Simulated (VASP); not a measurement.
OSZICAR of a VASP run on Bi (relaxed from the bcc structure, space group Im-3m):

File OSZICAR:
```
...
DAV:   9    -0.422683853184E+01    0.49688E-07   -0.39852E-08  2042   0.358E-03
   5 F= -.42268385E+01 E0= -.42267868E+01  d E =-.155142E-03
       N       E                     dE             d eps       ncg     rms          rms(c)
DAV:   1    -0.440584581594E+01   -0.17901E+00   -0.53697E+00  4243   0.469E+01    0.218E+00
DAV:   2    -0.426263791439E+01    0.14321E+00   -0.28808E-01  4168   0.108E+01    0.919E-01
DAV:   3    -0.422947605943E+01    0.33162E-01   -0.12125E-01  5473   0.657E+00    0.165E-01
DAV:   4    -0.422798048811E+01    0.14956E-02   -0.49394E-03  3991   0.113E+00    0.597E-02
DAV:   5    -0.422723914217E+01    0.74135E-03   -0.10710E-03  4661   0.648E-01    0.286E-02
DAV:   6    -0.422720491135E+01    0.34231E-04   -0.80900E-05  4090   0.147E-01    0.222E-03
DAV:   7    -0.422718572398E+01    0.19187E-04   -0.36705E-06  4691   0.250E-02    0.152E-03
DAV:   8    -0.422718310514E+01    0.26188E-05   -0.15549E-07  2836   0.622E-03    0.345E-04
DAV:   9    -0.422718261985E+01    0.48529E-06   -0.36082E-08  2006   0.321E-03    0.840E-05
DAV:  10    -0.422718246542E+01    0.15443E-06   -0.62413E-09  1928   0.143E-03    0.464E-05
DAV:  11    -0.422718242507E+01    0.40349E-07   -0.21236E-09  1901   0.834E-04
   6 F= -.42271824E+01 E0= -.42270887E+01  d E =-.281198E-03
       N       E                     dE             d eps       ncg     rms          rms(c)
DAV:   1    -0.444715932771E+01   -0.21998E+00   -0.54039E+00  4225   0.425E+01    0.246E+00
DAV:   2    -0.427152715399E+01    0.17563E+00   -0.29837E-01  4171   0.113E+01    0.113E+00
DAV:   3    -0.422738911821E+01    0.44138E-01   -0.13925E-01  5339   0.729E+00    0.230E-01
DAV:   4    -0.422688492669E+01    0.50419E-03   -0.74158E-03  4066   0.138E+00    0.658E-02
DAV:   5    -0.422683445197E+01    0.50475E-04   -0.79610E-04  4873   0.521E-01    0.276E-02
DAV:   6    -0.422683764509E+01   -0.31931E-05   -0.53774E-05  4462   0.116E-01    0.566E-03
DAV:   7    -0.422683875056E+01   -0.11055E-05   -0.44098E-06  4219   0.395E-02    0.277E-03
DAV:   8    -0.422683857219E+01    0.17836E-06   -0.53117E-07  4979   0.140E-02    0.716E-04
DAV:   9    -0.422683852729E+01    0.44905E-07   -0.34846E-08  2048   0.319E-03
   7 F= -.42268385E+01 E0= -.42267868E+01  d E =-.155141E-03
       N       E                     dE             d eps       ncg     rms          rms(c)
DAV:   1    -0.429651739997E+01   -0.69679E-01   -0.21216E+00 12461   0.255E+01    0.134E+00
DAV:   2    -0.424374092159E+01    0.52776E-01   -0.10064E-01 12245   0.606E+00    0.663E-01
DAV:   3    -0.422742040650E+01    0.16321E-01   -0.49306E-02 15592   0.429E+00    0.140E-01
DAV:   4    -0.422729392835E+01    0.12648E-03   -0.39130E-03 12152   0.105E+00    0.479E-02
DAV:   5    -0.422721799872E+01    0.75930E-04   -0.25287E-04 13320   0.327E-01    0.139E-02
DAV:   6    -0.422721906485E+01   -0.10661E-05   -0.42747E-05 12830   0.102E-01    0.383E-03
DAV:   7    -0.422721879667E+01    0.26818E-06   -0.18831E-06 14375   0.194E-02    0.215E-03
DAV:   8    -0.422721876541E+01    0.31258E-07   -0.23304E-07  8108   0.117E-02
   8 F= -.42272188E+01 E0= -.42269973E+01  d E =-.664427E-03
       N       E                     dE             d eps       ncg     rms          rms(c)
DAV:   1    -0.428652858680E+01   -0.59310E-01   -0.10727E+00 12036   0.117E+01    0.110E+00
DAV:   2    -0.424605226732E+01    0.40476E-01   -0.53940E-02 11479   0.323E+00    0.664E-01
DAV:   3    -0.422691023935E+01    0.19142E-01   -0.37546E-02 11564   0.286E+00    0.897E-02
DAV:   4    -0.422724678754E+01   -0.33655E-03   -0.51211E-03 11335   0.880E-01    0.388E-02
DAV:   5    -0.422721782551E+01    0.28962E-04   -0.21869E-04 16476   0.293E-01    0.584E-03
DAV:   6    -0.422721865123E+01   -0.82572E-06   -0.16200E-05 12241   0.536E-02    0.283E-03
DAV:   7    -0.422721879308E+01   -0.14185E-06   -0.87497E-07 14196   0.111E-02    0.345E-04
DAV:   8    -0.422721878403E+01    0.90490E-08   -0.10317E-08  6256   0.163E-03
   9 F= -.42272188E+01 E0= -.42269973E+01  d E =-.664527E-03
       N       E                     dE             d eps       ncg     rms          rms(c)
DAV:   1    -0.428740414130E+01   -0.60185E-01   -0.96965E-01 12487   0.113E+01    0.723E-01
DAV:   2    -0.425905612492E+01    0.28348E-01   -0.33554E-02 11958   0.259E+00    0.450E-01
DAV:   3    -0.423063317787E+01    0.28423E-01   -0.19932E-02 11599   0.252E+00    0.655E-02
DAV:   4    -0.422978102155E+01    0.85216E-03   -0.32661E-03 11494   0.693E-01    0.314E-02
DAV:   5    -0.422734028430E+01    0.24407E-02   -0.26574E-04 12437   0.304E-01    0.933E-03
DAV:   6    -0.422724376230E+01    0.96522E-04   -0.44978E-05 13228   0.894E-02    0.203E-03
DAV:   7    -0.422721988229E+01    0.23880E-04   -0.20344E-06 13497   0.165E-02    0.602E-04
DAV:   8    -0.422721879328E+01    0.10890E-05   -0.55635E-08  6765   0.348E-03    0.134E-04
DAV:   9    -0.422721868086E+01    0.11243E-06   -0.11213E-08  6055   0.149E-03    0.632E-05
DAV:  10    -0.422721871324E+01   -0.32389E-07   -0.39907E-09  5707   0.856E-04
  10 F= -.42272187E+01 E0= -.42269973E+01  d E =-.664389E-03
       N       E                     dE             d eps       ncg     rms          rms(c)
DAV:   1    -0.428634787174E+01   -0.59129E-01   -0.11567E+00 12213   0.119E+01    0.110E+00
DAV:   2    -0.424606016797E+01    0.40288E-01   -0.55291E-02 11192   0.325E+00    0.664E-01
DAV:   3    -0.422691194305E+01    0.19148E-01   -0.37831E-02 11637   0.287E+00    0.895E-02
DAV:   4    -0.422724869081E+01   -0.33675E-03   -0.51692E-03 11329   0.894E-01    0.396E-02
DAV:   5    -0.422721787444E+01    0.30816E-04   -0.22404E-04 16471   0.301E-01    0.615E-03
DAV:   6    -0.422721862152E+01   -0.74708E-06   -0.18472E-05 13281   0.601E-02    0.252E-03
DAV:   7    -0.422721876939E+01   -0.14787E-06   -0.86955E-07 13044   0.115E-02    0.263E-04
DAV:   8    -0.422721876031E+01    0.90772E-08   -0.20352E-08  6385   0.177E-03
  11 F= -.42272188E+01 E0= -.42269973E+01  d E =-.664455E-03
       N       E                     dE             d eps       ncg     rms          rms(c)
DAV:   1    -0.422427182790E+01    0.29469E-02   -0.86263E-01 12616   0.108E+01    0.719E-01
DAV:   2    -0.421793053265E+01    0.63413E-02   -0.28819E-02 11533   0.245E+00    0.447E-01
DAV:   3    -0.422396154256E+01   -0.60310E-02   -0.17078E-02 11637   0.240E+00    0.593E-02
DAV:   4    -0.422499533916E+01   -0.10338E-02   -0.28560E-03 11534   0.668E-01    0.279E-02
DAV:   5    -0.422710562547E+01   -0.21103E-02   -0.22735E-04 12605   0.264E-01    0.916E-03
DAV:   6    -0.422719396185E+01   -0.88336E-04   -0.36467E-05 13203   0.835E-02    0.179E-03
DAV:   7    -0.422721826350E+01   -0.24302E-04   -0.17234E-06 13848   0.143E-02    0.753E-04
DAV:   8    -0.422721885222E+01   -0.58872E-06   -0.25491E-08  6533   0.304E-03    0.222E-04
DAV:   9    -0.422721874813E+01    0.10409E-06   -0.10582E-08  6001   0.144E-03    0.201E-05
DAV:  10    -0.422721874124E+01    0.68819E-08   -0.36040E-09  5761   0.979E-04
  12 F= -.42272187E+01 E0= -.42269973E+01  d E =-.664394E-03
       N       E                     dE             d eps       ncg     rms          rms(c)
DAV:   1    -0.428645238650E+01   -0.59234E-01   -0.11623E+00 12134   0.121E+01    0.110E+00
DAV:   2    -0.424610371948E+01    0.40349E-01   -0.53583E-02 11294   0.316E+00    0.665E-01
DAV:   3    -0.422691552857E+01    0.19188E-01   -0.37586E-02 11649   0.288E+00    0.898E-02
DAV:   4    -0.422724906331E+01   -0.33353E-03   -0.51418E-03 11303   0.892E-01    0.399E-02
DAV:   5    -0.422721800327E+01    0.31060E-04   -0.22736E-04 16429   0.306E-01    0.640E-03
DAV:   6    -0.422721862033E+01   -0.61706E-06   -0.18669E-05 13633   0.612E-02    0.266E-03
DAV:   7    -0.422721877552E+01   -0.15519E-06   -0.86829E-07 13167   0.111E-02    0.382E-04
DAV:   8    -0.422721876087E+01    0.14648E-07   -0.15401E-08  6368   0.225E-03
  13 F= -.42272188E+01 E0= -.42269973E+01  d E =-.664461E-03
       N       E                     dE             d eps       ncg     rms          rms(c)
DAV:   1    -0.420045798992E+01    0.26761E-01   -0.20351E+00  1880   0.125E+01    0.475E-01
DAV:   2    -0.421070090660E+01   -0.10243E-01   -0.73486E-02  2272   0.357E+00    0.299E-01
DAV:   3    -0.422629572542E+01   -0.15595E-01   -0.10516E-02  1791   0.202E+00    0.213E-02
DAV:   4    -0.422709427195E+01   -0.79855E-03   -0.21767E-03  1824   0.488E-01    0.801E-03
DAV:   5    -0.422737583436E+01   -0.28156E-03   -0.54194E-05  2385   0.906E-02    0.855E-04
DAV:   6    -0.422738061484E+01   -0.47805E-05   -0.62234E-07  1842   0.956E-03    0.326E-04
DAV:   7    -0.422737978676E+01    0.82808E-06   -0.20756E-08  1044   0.231E-03    0.167E-04
DAV:   8    -0.422737965533E+01    0.13143E-06   -0.73238E-09   948   0.163E-03    0.601E-05
DAV:   9    -0.422737967344E+01   -0.18110E-07   -0.23299E-09   906   0.745E-04
  14 F= -.42273797E+01 E0= -.42268709E+01  d E =-.152633E-02
       N       E                     dE             d eps       ncg     rms          rms(c)
DAV:   1    -0.421343805749E+01    0.13942E-01   -0.62364E+00  1794   0.206E+01    0.531E-02
DAV:   2    -0.422725932126E+01   -0.13821E-01   -0.13926E-01  2056   0.448E+00    0.318E-02
DAV:   3    -0.422738726287E+01   -0.12794E-03   -0.15223E-03  1976   0.423E-01    0.211E-02
DAV:   4    -0.422738388684E+01    0.33760E-05   -0.18386E-04  1912   0.224E-01    0.933E-03
DAV:   5    -0.422738113265E+01    0.27542E-05   -0.76225E-06  1872   0.447E-02    0.514E-03
DAV:   6    -0.422737970187E+01    0.14308E-05   -0.40974E-06  1907   0.378E-02    0.170E-04
DAV:   7    -0.422737966927E+01    0.32600E-07   -0.71112E-08  1053   0.362E-03
  15 F= -.42273797E+01 E0= -.42268709E+01  d E =-.152634E-02
```

Task: Which electronic solver shows in the log?

Result: It is blocked Davidson (ALGO = Normal, or the opening steps of other solvers). The INCAR had ALGO = Normal.

Task: Can the final energy be trusted as converged?

Result: The calculation finished and met its thresholds. It stopped with EDIFF = 1E-7, NELM = 100 (PBEsol GGA, plane waves, VASP's PBE PAW potentials (set 64)).

The structure was generated: Bi was put into the bcc type (Im-3m), which need not be its known phase. It was relaxed first, which changed the volume by -6 %.
